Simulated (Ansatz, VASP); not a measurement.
**Cross-check of CrTeS (2H-CrSTe monolayer) between VASP and Ansatz**

One calculation is typed for both programs; each brings its own data sets. How far apart do they land? Of the first pair: The structure shown is the start of the Ansatz relaxation below; VASP solves that cell, so the two are compared at the walk's first step.

Method: plane waves, with VASP 6.6.1 beside it; single point at PBE with D3(BJ), in Ansatz 0.2.0.

**1. Set-up**

The cell holds 3 atoms: 1 Te, 1 Cr and 1 S. Its edges and angles: a = 3.365 Å, b = 3.365 Å, c = 37.174 Å, α = 90.0°, β = 90.0°, γ = 120.0°. Vacuum lies along c.

Structure file:

```cif
data_structure
_symmetry_space_group_name_H-M 'P 1'
_symmetry_Int_Tables_number 1
_cell_length_a 3.3650
_cell_length_b 3.3650
_cell_length_c 37.1736
_cell_angle_alpha 90.000
_cell_angle_beta 90.000
_cell_angle_gamma 120.000
_cell_volume 364.53
loop_
_atom_site_label
_atom_site_type_symbol
_atom_site_fract_x
_atom_site_fract_y
_atom_site_fract_z
_atom_site_occupancy
Te1 Te 0.33333 0.66667 0.45866 1
Cr2 Cr 0.00000 0.00000 0.50718 1
S3 S 0.33333 0.66667 0.54134 1
```

**2. Ansatz: relaxation, PBE with D3(BJ)**

Ansatz runs on its PAW soft_1 files.

The two programs are compared at the cell with which this relaxation starts, whose forces are those of its first step.

input.yaml

```yaml
crystal:
  lattice:
    - [3.365, 0.0, 0.0]
    - [-1.6825, 2.9141754837, 0.0]
    - [0.0, 0.0, 37.1736110956]
  atoms:
    - { symbol: Te, position: [0.3333333333, 0.6666666667, 0.4586586962] }
    - { symbol: Cr, position: [0.0, 0.0, 0.507180115] }
    - { symbol: S, position: [0.3333333333, 0.6666666667, 0.5413413038] }
  periodic: [true, true, false]
kpoints:
  mp_grid: { grid: [12, 12, 1] }
hamiltonian:
  xc: pbe
  dispersion: d3bj
  pseudopotentials: { kind: paw, azcp: { folder: soft_1 } }
scf:
  occupations: { method: fermi_dirac, width: 0.05 }
  convergence: { dr2_threshold: 1.0e-09 }
relax:
  f_tol: 0.004
  max_steps: 90
  cell: {}
output:
  write_potential: true
  write_density: true
  volumetric_format: npy
```

On the command line:

```sh
> ansatz run input.yaml --threads 2 --pin off --max-ram 3072MiB --backend cpu --events-out ev --progress --plain --runs-dir out
```

Numbers of over 12 decimals in the logs are rounded to 6 here.

What it wrote:

```text
Warning: relax.cell: scf.convergence.dr2_threshold = 1e-9 eV is looser than the 1.7552142292e-10 eV advised for a relaxation that steers and ends on the stress (1e-10 eV for each atom of the cell: 3, times the square of relax.cell.stress_2d_tol = 0.05 N/m over 13.1 Å (the atoms' height at the walk's start and 5 Å past either face), 3.824e-2 GPa, over a crystal's default 0.05). What an SCF threshold leaves in a stress goes as its square root, and in the free energy as the threshold itself, and one threshold admits the most on a small cell: [figures from the program's tests cut] Set scf.convergence.dr2_threshold to 1.7552142292e-10 eV or tighter. [rest of the remark cut]
Engine: ansatz 0.2.0, aarch64-unknown-linux-gnu
Pseudopotentials: kind: paw
Pseudopotential: Te, paw, valence charge 16, recommended cutoff 420 eV (normal), soft_1/Te.paw.azcp
Pseudopotential: Cr, paw, valence charge 14, recommended cutoff 420 eV (normal), soft_1/Cr.paw.azcp
Pseudopotential: S, paw, valence charge 6, recommended cutoff 420 eV (normal), soft_1/S.paw.azcp
Functional definition: PBE
  parameter kappa = 0.804
  parameter beta = 0.066725
  exchange = pbe_x(kappa = kappa, mu = beta*pi^2/3)
  correlation = pbe_c(beta = beta)
Crystal: 3 atoms, lattice volume = 364.532 Å³
Basis set: ecut = 420 eV, 7193 PW (Γ), exchange–correlation on 48×48×500 points (8 copies of the dense FFT grid, shifted against one another)
Bands: 22, of which v1, the nominal top of the filled ones, is band 18 counted from 1 (17 counted from 0)
Symmetry: 6 space group operations
Space group: P3m1 (ITA 156), of the structure as read, at distance tolerance 7.1e-5 Å
k-points: 19 of 144 (time reversal used)
Non-local potential: Te, projectors of the file, l = 0: 2, l = 1: 2, l = 2: 2, l = 3: 1
Non-local potential: Cr, projectors of the file, l = 0: 3, l = 1: 2, l = 2: 3, l = 3: 1
Non-local potential: S, projectors of the file, l = 0: 2, l = 1: 2, l = 2: 1
PAW form: soft (Blöchl's): semilocal exchange-correlation on the pseudo side does not see the compensation charge
PAW one-centre angular grid: Te, 590 points (default); XC on 64 Gauss nodes
PAW one-centre angular grid: Cr, 590 points (default); XC on 64 Gauss nodes
PAW one-centre angular grid: S, 110 points (default); XC on 64 Gauss nodes
Initial density: superposition of atomic densities (neutral atoms: chi_scale 0, normalization atom)
Initial wavefunctions: pseudopotential atomic-orbital guess
Functional: x = pbe(κ = 0.804, μ = 0.219515), c = pbe(β = 0.066725)
SCF iter   1: F=—  HF=-11264.374223 eV  |F-HF|=—  |Δ(HF+E_count)|=         —  Δρ=6.67e-2  dr2=2.01e1  ethr=3.10e-3  ⟨swp⟩=18.0  Hψ=3924  notcnv=0
preconditioner: auto → LDOS  [insulator: Δε(μ)=0.274 eV  Ē_g=7.735 eV  σ=0.050 eV  W_gap=0.88  n_scr=20 (ndim 8)  ℏωp=8.3 eV  f_vac=0.800  D(μ)=0.08/eV (n_scr^D=2)  ε∞_Penn≈2.1  β→1.0]
SCF iter   2: F=—  HF=-11298.936176 eV  |F-HF|=—  |Δ(HF+E_count)|=    3.46e1  Δρ=2.71e-1  dr2=3.42e2  ethr=3.10e-3  ⟨swp⟩=5.8  Hψ=1681  notcnv=0  recentre
SCF iter   3: F=—  HF=-11262.171687 eV  |F-HF|=—  |Δ(HF+E_count)|=    3.68e1  Δρ=3.15e-2  dr2=4.62e0  ethr=3.10e-3  ⟨swp⟩=5.6  Hψ=1580  notcnv=0  defer=4
SCF iter   4: F=—  HF=-11261.930144 eV  |F-HF|=—  |Δ(HF+E_count)|=   2.42e-1  Δρ=1.77e-2  dr2=4.80e0  ethr=3.10e-3  ⟨swp⟩=5.4  Hψ=1236  notcnv=0  defer=2
SCF iter   5: F=—  HF=-11261.605375 eV  |F-HF|=—  |Δ(HF+E_count)|=   3.25e-1  Δρ=4.03e-3  dr2=1.27e-1  ethr=3.10e-3  ⟨swp⟩=4.2  Hψ=816  notcnv=0
SCF iter   6: F=—  HF=-11261.614613 eV  |F-HF|=—  |Δ(HF+E_count)|=   9.24e-3  Δρ=2.97e-3  dr2=1.13e-1  ethr=3.51e-4  ⟨swp⟩=4.1  Hψ=1159  notcnv=0
SCF iter   7: F=—  HF=-11261.599660 eV  |F-HF|=—  |Δ(HF+E_count)|=   1.50e-2  Δρ=1.16e-3  dr2=2.92e-2  ethr=3.13e-4  ⟨swp⟩=3.0  Hψ=639  notcnv=0
SCF iter   8: F=—  HF=-11261.595573 eV  |F-HF|=—  |Δ(HF+E_count)|=   4.09e-3  Δρ=4.56e-4  dr2=2.02e-3  ethr=8.11e-5  ⟨swp⟩=2.7  Hψ=775  notcnv=0
SCF iter   9: F=—  HF=-11261.595487 eV  |F-HF|=—  |Δ(HF+E_count)|=   8.57e-5  Δρ=2.42e-4  dr2=4.18e-4  ethr=5.60e-6  ⟨swp⟩=2.8  Hψ=816  notcnv=0
SCF iter  10: F=—  HF=-11261.595454 eV  |F-HF|=—  |Δ(HF+E_count)|=   3.29e-5  Δρ=4.60e-5  dr2=9.10e-6  ethr=1.16e-6  ⟨swp⟩=2.1  Hψ=622  notcnv=0
SCF iter  11: F=—  HF=-11261.595452 eV  |F-HF|=—  |Δ(HF+E_count)|=   1.68e-6  Δρ=1.53e-5  dr2=1.65e-6  ethr=2.53e-8  ⟨swp⟩=4.0  Hψ=1064  notcnv=0
[...]
SCF 4 converged in 9 iterations: F = -11261.702996 eV  dr2 = 5.42e-10
relax step   4: F+E_penalty+E_count = -11261.70299622 eV  Δ(F+E_penalty+E_count) = -3.815e-3 eV  max|allowed force component| = 3.357e-2 eV/Å  Δτ_max = 0.0125 Å  P = -0.068 N/m  Ω = 337.282 Å³  energy of the carried Pulay correction = +1.101e-3 eV  fix = [c, alpha, beta]  reactions: c -0.000 N/m  (9 SCF iters, accepted)
[...]
relax step   5: F+E_penalty+E_count = -11261.70295133 eV  Δ(F+E_penalty+E_count) = +4.489e-5 eV  max|allowed force component| = 5.174e-2 eV/Å  Δτ_max = 0.0040 Å  P = +0.055 N/m  Ω = 337.115 Å³  energy of the carried Pulay correction = +1.108e-3 eV  fix = [c, alpha, beta]  (7 SCF iters, rejected (line search))
[...]
relax step   6: F+E_penalty+E_count = -11261.70304960 eV  Δ(F+E_penalty+E_count) = -5.338e-5 eV  max|allowed force component| = 2.664e-4 eV/Å  Δτ_max = 0.0014 Å  P = +0.001 N/m  Ω = 337.109 Å³  energy of the carried Pulay correction = +1.108e-3 eV  fix = [c, alpha, beta]  reactions: c +0.000 N/m  (8 SCF iters, accepted)
[...]
relax step   7: F+E_penalty+E_count = -11261.70183903 eV  Δ(F+E_penalty+E_count) = +1.211e-3 eV  max|allowed force component| = 6.407e-4 eV/Å  Δτ_max = 0.0000 Å  P = +0.007 N/m  Ω = 337.109 Å³  fix = [c, alpha, beta]  reactions: c +0.000 N/m  stress off target by 6.84e-3 N/m on what of the cell is left free  SCF on the basis re-selected at this cell (its energy is not comparable with the rows above)  (7 SCF iters)
basis re-selected at this cell: Δ(F+E_penalty+E_count) = +1.211e-3 eV, ΔP = +0.006 N/m vs the last step (what re-selecting the basis moved, of the pressure what is left beyond the Pulay correction that the steps carried, after the strain that the cell walked since its last selection, with what the two solves' SCF thresholds leave and, on support functions, any second-order correction that the steps lacked; it is no m [...]
SCF converged after 7 iterations
Free energy (F): -11261.701839 eV
Harris-Foulkes:  -11261.701839 eV  (|F-HF|=6.33e-9)
Internal energy: -11261.700772 eV  (E = F + TS)
E sigma→0 (E₀):  -11261.701306 eV
Entropy (-TS):   -0.001067 eV (-0.356 meV/atom)
Fermi energy:    -4.775775 eV
--- Per-component energies (eV) ---
  E_band       = -1042.965683
  E_kinetic    = 583.327211
  E_local      = -103870.595177  (includes V_loc(G=0)·N_el)
  E_nonlocal   = 143.542693
  E_hartree    = 51555.435135
  E_xc         = -327.841427
  E_vxc        = -332.952408  (∫ρ·V_xc dr)
  E_paw        = -6499.438556  (= ΣΔE_a)
  E_vpaw       = -677.160444  (= ΣTr[D̂ρ^β])
  E_aug_tail   = 0.000893  (compensation charges beyond the density's cutoff)
  E_ewald      = 47154.816108
  E_disp       = -0.947652  (pairwise vdW)
  E_smearing   = -0.001067  (= −TS)
  E_closure    = -0.000000  (closes the sum)
  Σ components = -11261.701839   (vs F -11261.701839, Δ=0.00e0)
--- Forces (eV/Å), atoms counted from 1 ---
  atom   1  Te    -0.00000000    -0.00000000    -0.00034427
  atom   2  Cr    -0.00000000     0.00000000    -0.00029532
  atom   3  S      0.00000000    -0.00000000     0.00064133
  max |Σ_I F_I| component: 1.74e-6 eV/Å
--- 2D stress c σ (N/m, compression-positive) ---
        0.006839      -0.000000       0.000000
       -0.000000       0.006839       0.000000
        0.000000       0.000000       0.000000
  P = ½ c Tr σ = 0.0068 N/m
--- Band table (eV; the first three rows and the last of 19) ---
  k-point 0: bands = [... 14 lower, -7.3128, -5.8527, -5.8527, -4.9602, -2.6586, -2.6586, -1.5271, -1.2523]
  k-point 1: bands = [... 14 lower, -7.2962, -5.9928, -5.9134, -4.9839, -2.8832, -2.6868, -2.0616, -1.4724]
  k-point 2: bands = [... 14 lower, -7.2809, -6.4847, -6.0252, -5.1461, -3.4450, -3.1338, -2.8803, -1.8439]
  k-point 18: bands = [... 14 lower, -8.6398, -8.4646, -6.7198, -5.4091, -4.6049, -3.7592, -3.4155, -2.0346]
  the weakly bound empty levels are not read free of the cell's end (no_gap_told)
--- Relaxed structure (6 steps of the walk, 5 accepted, 1 SCFs on fresh bases) ---
  F+E_penalty+E_count = -11261.70183903 eV   max|allowed force component| = 6.407e-4 eV/Å   (the final SCF, on the basis selected at the relaxed cell)
  cell:  # Å, volume = 337.1094 Å³
    - [3.235957, 0, 0]
    - [-1.617978, 2.802421, 0]
    - [0, 0, 37.1736110956]
  atoms:
    - { symbol: Te, position: [0.333333, 0.666667, 0.457528] }
    - { symbol: Cr, position: [-5.487900900713339e-19, -3.7007434155248937e-17, 0.506509] }
    - { symbol: S, position: [0.333333, 0.666667, 0.543143] }
```

In the SCF lines HF is the Harris–Foulkes energy and dr2 the Hartree energy of the density residual, in eV; the loop may stop once dr2 is under the threshold and the program's other checks hold. Hψ counts applications of the Hamiltonian.

**3. VASP: single point, PBE with D3(BJ), start cell, pair 1**

The same cell, functional, mesh and smearing now go to VASP, with its own data sets.

Lines of VASP's logs that name or quote its potential files are left out, and so is its time.

INCAR

```
SYSTEM = CrTeS
PREC = Accurate
ENCUT = 400
EDIFF = 1E-06
NELM = 120
ISMEAR = -1
SIGMA = 0.05
LREAL = .FALSE.
ALGO = Normal
GGA = PE
IVDW = 12
NBANDS = 18
LASPH = .TRUE.
LORBIT = 11
LWAVE = .FALSE.
LCHARG = .FALSE.
ISIF = 2
LDIPOL = .TRUE.
IDIPOL = 3
DIPOL = 0.5 0.5 0.502
LVHAR = .TRUE.
GGA_COMPAT = .FALSE.
EFERMI = MIDGAP
NELMDL = -8
```

POSCAR

```
CrTeS
1.0
    3.3650000000      0.0000000000      0.0000000000
   -1.6825000000      2.9141750000      0.0000000000
    0.0000000000      0.0000000000     37.1736110000
Te Cr S
1 1 1
Direct
    0.3333334477      0.6666668954      0.4586586974
    0.0000001144      0.0000002287      0.5071801069
    0.3333334477      0.6666668954      0.5413413026
```

KPOINTS

```
Automatic mesh
0
Gamma
12 12 1
0 0 0
```

The projector-augmented-wave data sets are Te, Cr_pv and S (PBE family, release 64).

On the command line:

```sh
> mpirun -np 1 vasp_std
```

What it wrote:

```text
[banner, memory and clock lines left out]
running    1 mpi-ranks, on    1 nodes
 distrk:  each k-point on    1 cores,    1 groups
 distr:  one band on    1 cores,    1 groups

 POSCAR found type information on POSCAR TeCrS
 POSCAR found :  3 types and       3 ions
 LDA part: xc-table for (Slater+PW92), standard interpolation
 POSCAR, INCAR and KPOINTS ok, starting setup
 FFT: planning ... GRIDC
 FFT: planning ... GRID_SOFT
 FFT: planning ... GRID
 WAVECAR not read
 entering main loop
       N       E                     dE             d eps       ncg     rms          rms(c)
DAV:   1     0.127637443248E+03    0.12764E+03   -0.94389E+03   900   0.766E+02
DAV:   2    -0.857852247844E+01   -0.13622E+03   -0.13244E+03   922   0.213E+02
DAV:   3    -0.200673003395E+02   -0.11489E+02   -0.11358E+02   908   0.583E+01
DAV:   4    -0.203822095677E+02   -0.31491E+00   -0.31459E+00   946   0.104E+01
DAV:   5    -0.203897923828E+02   -0.75828E-02   -0.75824E-02  1000   0.143E+00
DAV:   6    -0.203899298197E+02   -0.13744E-03   -0.13743E-03   996   0.184E-01
DAV:   7    -0.203899339206E+02   -0.41008E-05   -0.41010E-05  1006   0.308E-02
DAV:   8    -0.203899340247E+02   -0.10412E-06   -0.10411E-06   766   0.500E-03    0.175E+01
DAV:   9    -0.282665530982E+02   -0.78766E+01   -0.12392E+02   790   0.715E+01    0.345E+01
DAV:  10    -0.177683019491E+02    0.10498E+02   -0.78853E+01   792   0.733E+01    0.810E+00
DAV:  11    -0.177285560920E+02    0.39746E-01   -0.31662E+00   742   0.995E+00    0.391E+00
DAV:  12    -0.176445660688E+02    0.83990E-01   -0.30338E-01   808   0.380E+00    0.197E+00
DAV:  13    -0.176391689456E+02    0.53971E-02   -0.34657E-02   802   0.115E+00    0.822E-01
DAV:  14    -0.176333414472E+02    0.58275E-02   -0.17603E-02   798   0.108E+00    0.315E-01
[...]
DAV:  22    -0.176328040194E+02   -0.59813E-04   -0.31307E-06   712   0.666E-03    0.551E-03
DAV:  23    -0.176328477966E+02   -0.43777E-04   -0.15449E-06   684   0.501E-03    0.201E-03
DAV:  24    -0.176328642163E+02   -0.16420E-04   -0.57924E-07   612   0.338E-03    0.226E-03
DAV:  25    -0.176328842251E+02   -0.20009E-04   -0.90009E-07   600   0.261E-03    0.132E-03
DAV:  26    -0.176328855183E+02   -0.12932E-05   -0.23356E-08   432   0.813E-04    0.961E-04
DAV:  27    -0.176328911714E+02   -0.56531E-05   -0.20434E-07   508   0.143E-03    0.494E-04
DAV:  28    -0.176328926360E+02   -0.14646E-05   -0.25102E-08   406   0.720E-04    0.570E-04
DAV:  29    -0.176328928917E+02   -0.25565E-06   -0.58626E-09   420   0.377E-04
   1 F= -.18518433E+02 E0= -.18511226E+02  d E =-.144137E-01
```

OUTCAR, selected parts (step 3):

```text
ion  position               nearest neighbor table
   1  0.333  0.667  0.459-   2 2.65   2 2.65   2 2.65   3 3.07
   2  0.000  0.000  0.507-   3 2.32   3 2.32   3 2.32   1 2.65   1 2.65   1 2.65
   3  0.333  0.667  0.541-   2 2.32   2 2.32   2 2.32   1 3.07

  LATTYP: Found a hexagonal cell.
 ALAT       =     3.3650000000
 C/A-ratio  =    11.0471355126

 Subroutine GETGRP returns: Found  6 space group operations
 (whereof  6 operations were pure point group operations)

The static configuration has the point symmetry C_3v.

 Found     19 irreducible k-points:

   k-points           NKPTS =     19   k-points in BZ     NKDIM =     19   number of bands    NBANDS=     18

   dimension x,y,z NGX =    24 NGY =   24 NGZ =  250
   dimension x,y,z NGXF=    48 NGYF=   48 NGZF=  500

   ENCUT  =  400.0 eV  29.40 Ry    5.42 a.u.   5.49  5.49 60.62*2*pi/ulx,y,z

   NELECT =      24.0000    total number of electrons

 k-points in reciprocal lattice and weights: Automatic mesh
   0.00000000  0.00000000  0.00000000       0.007
   0.08333333  0.00000000  0.00000000       0.042
   0.16666667  0.00000000  0.00000000       0.042
   0.25000000  0.00000000  0.00000000       0.042
   0.33333333  0.00000000  0.00000000       0.042
   0.41666667  0.00000000  0.00000000       0.042
   0.50000000  0.00000000  0.00000000       0.021
   0.08333333  0.08333333  0.00000000       0.042
   0.16666667  0.08333333  0.00000000       0.083
[...]
0.33333333  0.25000000  0.00000000       0.083
   0.33333333  0.33333333  0.00000000       0.014

 dipolmoment           0.000000      0.000000      0.071357 electrons x Angstroem

 average (electrostatic) potential at core
       1 -97.7781       2 -79.8933       3 -94.5875

 E-fermi :  -2.7695

 k-point     1 :       0.0000    0.0000    0.0000
  band No.  band energies     occupation
    ...
      7      -5.6772      2.00000
      8      -5.6772      2.00000
      9      -5.2173      2.00000
     10      -3.9743      2.00000
     11      -3.9743      2.00000
     12      -2.6239      0.10314
     13      -0.8345      0.00000
     14      -0.8345      0.00000
     15       0.0804      0.00000
     16       0.0804      0.00000
    ...

 k-point     2 :       0.0833    0.0000    0.0000
  band No.  band energies     occupation
    ...
      7      -5.9075      2.00000
      8      -5.6597      2.00000
      9      -5.1117      2.00000
     10      -4.0968      2.00000
     11      -4.0350      2.00000
     12      -2.6828      0.30029
     13      -1.0226      0.00000
     14      -0.8632      0.00000
     15      -0.5804      0.00000
     16      -0.0826      0.00000
    ...

 k-point     3 :       0.1667    0.0000    0.0000
  band No.  band energies     occupation
    ...
      8      -5.6280      2.00000
      9      -5.0554      2.00000
     10      -4.5059      2.00000
     11      -4.1627      2.00000
     12      -2.9176      1.90167
     13      -1.6904      0.00000
     14      -1.2233      0.00000
     15      -1.0971      0.00000
     16      -0.2968      0.00000
     17       1.2176      0.00000
    ...

 Edisp (eV)   -0.88554

  Total      -2.30094    -2.30094    -0.03996     0.00000     0.00000     0.00000
  in kB     -10.11302   -10.11302    -0.17564     0.00000     0.00000     0.00000
  external pressure =       -6.80 kB  Pullay stress =        0.00 kB

  energy-cutoff  :      400.00
  volume of cell :      364.53
      direct lattice vectors                 reciprocal lattice vectors
     3.365000000  0.000000000  0.000000000     0.297176820  0.171575146  0.000000000
    -1.682500000  2.914175000  0.000000000     0.000000000  0.343150291  0.000000000
     0.000000000  0.000000000 37.173611000     0.000000000  0.000000000  0.026900803

 POSITION                                       TOTAL-FORCE (eV/Angst)
 -----------------------------------------------------------------------------------
      0.00000      1.94278     17.05000         0.000000      0.000000      0.125291
      0.00000      0.00000     18.85372        -0.000000     -0.000000     -0.374868
      0.00000      1.94278     20.12361         0.000000     -0.000000      0.249577
 -----------------------------------------------------------------------------------
    total drift:                                0.000000     -0.000990      0.000858

  FREE ENERGIE OF THE ION-ELECTRON SYSTEM (eV)
  ---------------------------------------------------
  free  energy   TOTEN  =       -18.5184328672 eV

  energy  without entropy=      -18.5040191572  energy(sigma->0) =      -18.51122601

 vacuum level on the upper side and lower side of the slab         2.705         1.388

 total charge
# of ion       s       p       d       tot
------------------------------------------
    1        1.397   1.945   0.062   3.403
    2        0.300   6.290   4.228  10.818
    3        1.358   2.316   0.000   3.674
--------------------------------------------------
tot          3.055  10.551   4.290  17.896

[... 3 further parts left out ...]
```

This run has no spin polarisation, so a moment on Cr, if there is one, isn't seen.

(Part 1 of 2 ends here.)

[Lines on the potential files, build, host, timing and source positions are cut from VASP's logs without a mark.]

[Logs are printed without paths, hosts, clocks, repeated set-up lines and the standing remarks that a program may print on its own settings, such as how far it seeks lower states.]

[Hosts, paths, dates, database ids (printed as entryN), source tags and the programs' standing remarks are cut or masked in the printed files.]
